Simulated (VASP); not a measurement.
# C2SH2 in VASP: notebook

Aim: see how the results for C2SH2 move with the level of theory and the settings. Levels: PBE, PBE+TS. Tasks: single point, relaxation of the atoms, atomic charges.

All numbers are computed with VASP 6.6.1; they aren't measurements. Logs are shortened: lines on timing, memory, paths and dates and some standing lists are left out, and cuts for length are marked.

**1. The structure**

The cell holds a molecule in a box, 5 atoms: a = 14.000 Å, b = 11.000 Å, c = 10.000 Å, α = 90.00°, β = 90.00°, γ = 90.00°.

**2. Single point, PBE (atoms moved at random, drawn with an rms of 0.05 Å)**

INCAR

```
PREC = Accurate ; ENCUT = 520
EDIFF = 1E-6 ; ISMEAR = 0
SIGMA = 0.01 ; LREAL = F
LASPH = T ; NELM = 100
ALGO = Normal ; ISIF = 2
LWAVE = F ; LCHARG = T
GGA = PE ; LELF = T
LVHAR = T ; LVACPOTAV = T
```

KPOINTS

```
regular mesh
0
Gamma
  1 1 1
```

POSCAR

```
H2C2S
1.0
   14.0000000000      0.0000000000      0.0000000000
    0.0000000000     11.0000000000      0.0000000000
    0.0000000000      0.0000000000     10.0000000000
C S H
2 1 2
Direct
    0.4312560000      0.4427210000      0.5030640000
    0.5174320000      0.4549910000      0.5098040000
    0.6358330000      0.4474400000      0.5141440000
    0.3557640000      0.4328200000      0.5028190000
    0.6437410000      0.5740370000      0.4938350000
```

Potentials or basis: VASP PAW PBE potentials, release 64 (C, S, H).

The run is started by

```bash
> cat potpaw_PBE.64/C/POTCAR potpaw_PBE.64/S/POTCAR potpaw_PBE.64/H/POTCAR > POTCAR
> mpirun -np 1 vasp_gam > vasp.out
```

OUTCAR:

```text
PREC = Accurate
   ENCUT = 520
   EDIFF = 1E-6
   ISMEAR = 0
   LREAL = F
   LASPH = T
   NELM = 100
   ISIF = 2
   GGA = PE

 ion  position               nearest neighbor table
   1  0.431  0.443  0.503-   4 1.06   2 1.22
   2  0.517  0.455  0.510-   1 1.22   3 1.66
   3  0.636  0.447  0.514-   5 1.41   2 1.66
   4  0.356  0.433  0.503-   1 1.06
   5  0.644  0.574  0.494-   3 1.41

  LATTYP: Found a simple orthorhombic cell.
 ALAT       =    10.0000000000
 B/A-ratio  =     1.1000000000
 C/A-ratio  =     1.4000000000

  Lattice vectors:

 A1 = (   0.0000000000,   0.0000000000, -10.0000000000)
 A2 = (   0.0000000000,  11.0000000000,   0.0000000000)
 A3 = (  14.0000000000,   0.0000000000,   0.0000000000)

Analysis of symmetry for initial positions (statically):
=====================================================================
 Subroutine PRICEL returns:
 Original cell was already a primitive cell.

 Routine SETGRP: Setting up the symmetry group for a
 simple orthorhombic supercell.

 Subroutine GETGRP returns: Found  1 space group operations
 (whereof  1 operations were pure point group operations)
 out of a pool of  8 trial point group operations.

The static configuration has the point symmetry C_1 .

Analysis of symmetry for dynamics (positions and initial velocities):
=====================================================================
 Subroutine PRICEL returns:
 Original cell was already a primitive cell.

 Routine SETGRP: Setting up the symmetry group for a
 simple orthorhombic supercell.

 Subroutine GETGRP returns: Found  1 space group operations
 (whereof  1 operations were pure point group operations)
 out of a pool of  8 trial point group operations.

The dynamic configuration has the point symmetry C_1 .

 Subroutine INISYM returns: Found  1 space group operations
 (whereof  1 operations are pure point group operations),
 and found     1 'primitive' translations

----------------------------------------------------------------------------------------

                                     Primitive cell

  volume of cell :    1540.0000

  direct lattice vectors                    reciprocal lattice vectors
    14.000000000  0.000000000  0.000000000     0.071428571  0.000000000  0.000000000
     0.000000000 11.000000000  0.000000000     0.000000000  0.090909091  0.000000000
     0.000000000  0.000000000 10.000000000     0.000000000  0.000000000  0.100000000

  length of vectors
    14.000000000 11.000000000 10.000000000     0.071428571  0.090909091  0.100000000

  position of ions in fractional coordinates (direct lattice)
     0.431256000  0.442721000  0.503064000
     0.517432000  0.454991000  0.509804000
     0.635833000  0.447440000  0.514144000
     0.355764000  0.432820000  0.502819000
     0.643741000  0.574037000  0.493835000

  ion indices of the primitive-cell ions
   primitive index   ion index
                 1           1
                 2           2
                 3           3
                 4           4
                 5           5

----------------------------------------------------------------------------------------

 KPOINTS: regular mesh

Automatic generation of k-mesh.
 Grid dimensions read from file:
 generate k-points for:    1    1    1

 Generating k-lattice:

  Cartesian coordinates                     Fractional coordinates (reciprocal lattice)
     0.071428571  0.000000000  0.000000000     1.000000000  0.000000000  0.000000000
     0.000000000  0.090909091  0.000000000     0.000000000  1.000000000  0.000000000
     0.000000000  0.000000000  0.100000000     0.000000000  0.000000000  1.000000000

  Length of vectors
     0.071428571  0.090909091  0.100000000

  Shift w.r.t. Gamma in fractional coordinates (k-lattice)
     0.000000000  0.000000000  0.000000000

 Subroutine IBZKPT returns following result:
 ===========================================

 Found      1 irreducible k-points:

 Following reciprocal coordinates:
            Coordinates               Weight
  0.000000  0.000000  0.000000      1.000000
   k-points           NKPTS =      1   k-points in BZ     NKDIM =      1   number of bands    NBANDS=     12
   number of dos      NEDOS =    301   number of ions     NIONS =      5
   total plane-waves  NPLWV = 725760
   dimension x,y,z NGX =   108 NGY =   84 NGZ =   80
   dimension x,y,z NGXF=   216 NGYF=  168 NGZF=  160
   ions per type =               2   1   2
   NGX,Y,Z   is equivalent  to a cutoff of  12.82, 12.70, 13.30 a.u.
   NGXF,Y,Z  is equivalent  to a cutoff of  25.65, 25.39, 26.60 a.u.
 SYSTEM =  unknown system
   PREC   = accura    normal or accurate (medium, high low for compatibility)
   ISTART =      0    job   : 0-new  1-cont  2-samecut
   ICHARG =      2    charge: 1-file 2-atom 10-const
   ISPIN  =      1    spin polarized calculation?
   LNONCOLLINEAR =      F non collinear calculations
   LSORBIT =      F    spin-orbit coupling
   LASPH  =      T    aspherical Exc in radial PAW
   ENCUT  =  520.0 eV  38.22 Ry    6.18 a.u.  26.03 20.45 18.59*2*pi/ulx,y,z
   NELM   =    100;   NELMIN=  2; NELMDL= -5     # of ELM steps
   EDIFF  = 0.1E-05   stopping-criterion for ELM
   LREAL  =      F    real-space projection
   EDIFFG = 0.1E-04   stopping-criterion for IOM
   NSW    =      0    number of steps for IOM
   IBRION =     -1    ionic relax: 0-MD 1-quasi-New 2-CG
   NFREE  =      0    steps in history (QN), initial steepest desc. (CG)
   ISIF   =      2    stress and relaxation
   ISYM   =      2    0-nonsym 1-usesym 2-fastsym
   POTIM  = 0.5000    time-step for ionic-motion
   TEBEG  =    0.0;   TEEND  =   0.0 temperature during run
   PSTRESS=    0.0 pullay stress
   NELECT =      16.0000    total number of electrons
   NUPDOWN=      -1.0000    fix difference up-down
   EMIN   =  10.00;   EMAX   =-10.00  energy-range for DOS
   EFERMI =   0.00;   METHOD = LEGACY
   ISMEAR =     0;   SIGMA  =   0.01  broadening in eV -4-tet -1-fermi 0-gaus
   EFERMI_NEDOS =   21; number of points for ismear=-14 and -15
   IALGO  =     38    algorithm
   IMIX   =      4    mixing-type and parameters
     AMIX     =   0.40;   BMIX     =  1.00
     AMIX_MAG =   1.60;   BMIX_MAG =  1.00
  volume/ion in A,a.u.               =     308.00      2078.49
  Fermi-wavevector in a.u.,A,eV,Ry     =   0.357225  0.675056  1.736231  0.127609
  Thomas-Fermi vector in A             =   1.274455
   LORBIT       =      0    0 simple, 1 ext, 2 COOP (PROOUT), +10 PAW based schemes
   GGA     = PE    functional components
   LHFCALC =     F    Hartree Fock is set to
   AEXX    =    0.0000 exact exchange contribution
   IVDW    =     0    specifies the selected vdW correction
   LEPSILON=     F    determine dielectric tensor
   LRPA    =     F    only Hartree local field effects (RPA)
 non-spin polarized calculation
 Gauss-broadening in eV      SIGMA  =   0.01
  energy-cutoff  :      520.00
  volume of cell :     1540.00
 maximum number of plane-waves:     20715
 NGX is ok and might be reduce to   108
   NGX = 53   NGY = 41   NGZ = 37

 number of electron      16.0000000 magnetization

 Free energy of the ion-electron system (eV)
  ---------------------------------------------------
  ext. energy  EPLUGINS =         0.00000000
  ---------------------------------------------------
  free energy    TOTEN  =       -26.80765573 eV

  energy without entropy =      -26.80765573  energy(sigma->0) =      -26.80765573

 E-fermi :  -5.4785     XC(G=0):  -0.7699

 val. band max:       -5.5566733139   @ k =   0.0000   0.0000   0.0000
 cond. band min:      -1.4473018509   @ k =   0.0000   0.0000   0.0000
 fundamental gap:      4.1093714630
 Fermi energy:        -5.4785497007

 k-point     1 :       0.0000    0.0000    0.0000
  band No.  band energies     occupation
      1     -20.1741      2.00000
      2     -17.6126      2.00000
      3     -13.0705      2.00000
      4     -11.5171      2.00000
      5      -9.9877      2.00000
      6      -8.2590      2.00000
      7      -6.7499      2.00000
      8      -5.5567      2.00000
      9      -1.4473      0.00000
     10      -0.5641      0.00000
     11      -0.0112      0.00000
     12       0.0052      0.00000

------------------------ aborting loop because EDIFF is reached ----------------------------------------

  FORCE on cell =-STRESS in cart. coord.  units (eV):
  Direction    XX          YY          ZZ          XY          YZ          ZX
  --------------------------------------------------------------------------------------
  -------------------------------------------------------------------------------------
  Total        1.6440982     -1.7209904     -0.0802897      0.4431440      0.2498116     -0.0285205
  in kB        1.7104785     -1.7904752     -0.0835314      0.4610359      0.2598977     -0.0296721
  external PRESSURE =      -0.0545094 kB  Pullay stress =       0.0000000 kB

 VOLUME and BASIS-vectors are now :
 -----------------------------------------------------------------------------
  energy-cutoff  :      520.00
  volume of cell :     1540.00
      direct lattice vectors                 reciprocal lattice vectors
    14.000000000  0.000000000  0.000000000     0.071428571  0.000000000  0.000000000
     0.000000000 11.000000000  0.000000000     0.000000000  0.090909091  0.000000000
     0.000000000  0.000000000 10.000000000     0.000000000  0.000000000  0.100000000

 POSITION                                       TOTAL-FORCE (eV/Angst)
 -----------------------------------------------------------------------------------
      6.03758      4.86993      5.03064         0.189298      0.037202      0.102625
      7.24405      5.00490      5.09804        -0.685533     -0.502302     -0.086258
      8.90166      4.92184      5.14144         0.434295      1.595610     -0.175890
      4.98070      4.76102      5.02819        -0.271555      0.038989     -0.026056
      9.01237      6.31441      4.93835         0.333495     -1.169500      0.185579
 -----------------------------------------------------------------------------------
    total drift:                                0.000080     -0.000158     -0.000017

  FREE ENERGIE OF THE ION-ELECTRON SYSTEM (eV)
  ---------------------------------------------------
  free  energy   TOTEN  =       -26.8076557286 eV

  energy  without entropy=      -26.8076557286  energy(sigma->0) =      -26.80765573
```

It took 2.2 min on 1 thread of Intel Xeon 6975P-C (Granite Rapids), shared host; peak memory 1.2 GiB.

What came out:

```
Free energy                     : -26.8077 eV
Largest force                   : 1.663 eV/Å
Gap between the frontier levels : 4.11 eV
```

Forces on the atoms (eV/Å):
```
C    0.189  0.037  0.103
C   -0.686 -0.502 -0.086
S    0.434  1.596 -0.176
H   -0.272  0.039 -0.026
H    0.333 -1.169  0.186
```

Caveat: the standard files for N, O and F lose accuracy on very short bonds.

**3. Relaxation of the atoms, PBE (atoms moved at random, drawn with an rms of 0.02 Å)**

INCAR

```
PREC     = Accurate       # precision mode
ENCUT    = 520            # plane-wave cutoff, eV
EDIFF    = 1E-6           # SCF threshold, eV
ISMEAR   = 0              # smearing method
SIGMA    = 0.01           # smearing width, eV
LREAL    = F              # projectors in reciprocal space
LASPH    = T              # aspherical terms in the spheres
NELM     = 100            # most SCF steps
ALGO     = Normal         # electronic algorithm
ISIF     = 2              # what is computed and relaxed
LWAVE    = F              # write WAVECAR
LCHARG   = F              # write CHGCAR
GGA      = PE             # functional
IBRION   = 2              # ionic algorithm
NSW      = 60             # ionic steps
EDIFFG   = -0.01          # ionic threshold
```

KPOINTS is that of step 2.

POSCAR

```
H2C2S
1.0
   14.0000000000      0.0000000000      0.0000000000
    0.0000000000     11.0000000000      0.0000000000
    0.0000000000      0.0000000000     10.0000000000
C S H
2 1 2
Direct
    0.4299220000      0.4404450000      0.5070760000
    0.5160100000      0.4492270000      0.5089350000
    0.6371680000      0.4509390000      0.5140890000
    0.3544220000      0.4314310000      0.5046260000
    0.6445690000      0.5741030000      0.4936760000
```

Potentials or basis: VASP PAW PBE potentials, release 64 (C, S, H).

The run is started by

```bash
> cat potpaw_PBE.64/C/POTCAR potpaw_PBE.64/S/POTCAR potpaw_PBE.64/H/POTCAR > POTCAR
> mpirun -np 1 vasp_gam > vasp.out
```

It took 22 min on 1 thread of Intel Xeon 6975P-C (Granite Rapids), shared host; peak memory 1.4 GiB.

Results (log left out):

```
Free energy                     : -26.8876 eV
Energy gained by relaxing       : 3.1 meV/atom
Ionic steps                     : 43
Largest force after relaxing    : 0.009 eV/Å
Gap between the frontier levels : 4.38 eV
```

Forces in eV/Å, atoms in the order of the input:
```
C    0.002  0.002  0.001
C    0.004  0.000  0.002
S    0.004  0.001  0.000
H   -0.008 -0.002 -0.001
H   -0.001 -0.001  0.000
```

Step by step:
```tsv
step	energy change (eV)	largest force (eV/Å)	pressure (GPa)
1	0.0000	0.9595	-0.02
3	-0.0080	0.7364	-0.03
5	-0.0127	0.1104	-0.01
7	-0.0133	0.1149	0.00
9	-0.0136	0.1404	0.00
11	-0.0144	0.0955	0.01
13	-0.0148	0.0822	0.00
15	-0.0148	0.0435	0.00
17	-0.0149	0.0331	-0.01
19	-0.0150	0.0674	0.00
21	-0.0150	0.1334	0.00
23	-0.0151	0.1225	0.00
25	-0.0152	0.0686	0.00
27	-0.0152	0.0403	0.00
29	-0.0152	0.0274	0.00
31	-0.0152	0.0176	0.00
33	-0.0152	0.0151	0.00
35	-0.0153	0.0481	0.00
37	-0.0153	0.0395	0.00
39	-0.0153	0.0219	0.00
41	-0.0153	0.0134	0.00
43	-0.0153	0.0088	0.00
```

Final structure:
```
CELL_PARAMETERS angstrom
14.00000 0.00000 0.00000
0.00000 11.00000 0.00000
0.00000 0.00000 10.00000
ATOMIC_POSITIONS crystal
C 0.42963 0.43913 0.50685
C 0.51595 0.45079 0.50874
S 0.63582 0.45241 0.51391
H 0.35358 0.43047 0.50503
H 0.64710 0.57335 0.49386
```

Levels at points of the mesh, in eV from the valence-band top:
| k point | band 5 | band 6 | band 7 | band 8 | band 9 | band 10 | band 11 | band 12 |
| --- | --- | --- | --- | --- | --- | --- | --- | --- |
| (0.00, 0.00, 0.00) | -4.15 | -2.60 | -1.22 | 0.00 | 4.38 | 5.09 | 5.60 | 5.60 |

Caveat: the standard files for N, O and F lose accuracy on very short bonds.

**4. Atomic charges, PBE+TS**

INCAR

```
ALGO     = Normal         # electronic algorithm
EDIFF    = 1E-6           # SCF threshold, eV
ENCUT    = 520            # plane-wave cutoff, eV
GGA      = PE             # functional
ISIF     = 2              # what is computed and relaxed
ISMEAR   = 0              # smearing method
IVDW     = 2              # dispersion correction
LASPH    = T              # aspherical terms in the spheres
LCHARG   = F              # write CHGCAR
LORBIT   = 11             # projections on sites
LREAL    = F              # projectors in reciprocal space
LWAVE    = F              # write WAVECAR
NELM     = 60             # most SCF steps
PREC     = Accurate       # precision mode
SIGMA    = 0.01           # smearing width, eV
```

KPOINTS

```
k-points
0
Gamma
  1 1 1
```

POSCAR

```
H2C2S
1.0
   14.0000000000      0.0000000000      0.0000000000
    0.0000000000     11.0000000000      0.0000000000
    0.0000000000      0.0000000000     10.0000000000
C S H
2 1 2
Direct
    0.4309035700      0.4394681800      0.5059700000
    0.5164392900      0.4502227300      0.5083900000
    0.6363107100      0.4525954500      0.5141200000
    0.3551892900      0.4311590900      0.5036000000
    0.6466678600      0.5726590900      0.4926800000
```

The run is started by

```bash
> cat potpaw_PBE.64/C/POTCAR potpaw_PBE.64/S/POTCAR potpaw_PBE.64/H/POTCAR > POTCAR
> mpirun -np 1 vasp_gam > vasp.out
```

Wall time 2 min (1 thread of Intel Xeon 6975P-C (Granite Rapids), shared host); peak memory 1.2 GiB.

Results (log left out):

```
Free energy                                           : -26.8886 eV
Largest force                                         : 1.140 eV/Å
Gap between the frontier levels                       : 4.45 eV
Valence electrons inside the program's atomic spheres : C 2.67, 2.65; S 3.76; H 0.68, 0.60
Hirshfeld charges                                     : C -0.11, -0.09; S +0.05; H +0.09, +0.06 e
Dispersion energy per atom                            : -0.002 eV
```

Forces on the atoms (eV/Å):
```
C   -0.985 -0.105 -0.019
C    1.133  0.121  0.022
S    0.006 -0.197  0.033
H   -0.186 -0.018 -0.004
H    0.032  0.200 -0.033
```

Levels at points of the mesh, in eV from the valence-band top:
```
           k point  band 4  band 5  band 6  band 7  band 8  band 9  band 10  band 11  band 12
(0.00, 0.00, 0.00)   -6.16   -4.13   -2.61   -1.24    0.00    4.45     5.13     5.64     5.68
```

Caveat: the standard files for N, O and F lose accuracy on very short bonds.

**5. For comparison**

An earlier run on the cell as given: functional PBE; potentials or basis VASP PAW PBE potentials, release 64 (C, S, H); cutoff 520 eV; k mesh 1 × 1 × 1; occupations gaussian, width 0.01 eV; no spin polarisation.

* Largest force: 1.140 eV/Å
* Gap between the frontier levels: 4.45 eV

**6. The runs side by side**

```tsv
task	level	cell	gap on the mesh (eV)	largest force (eV/Å)
single point	PBE	atoms moved at random, drawn with an rms of 0.05 Å	4.11	1.66
relaxation of the atoms	PBE	atoms relaxed from: atoms moved at random, drawn with an rms of 0.02 Å	4.38	0.01
atomic charges	PBE+TS	as given	4.45	1.14
single point	PBE	as given	4.45	1.14
```

Alike in all rows: potentials or basis VASP PAW PBE potentials, release 64 (C, S, H); no spin polarisation; k mesh 1 × 1 × 1; cutoff (eV) 520; smearing gaussian 0.01 eV.

Caveats: the standard files for N, O and F lose accuracy on very short bonds.

Absolute energies hang on the potentials; compare differences alone.
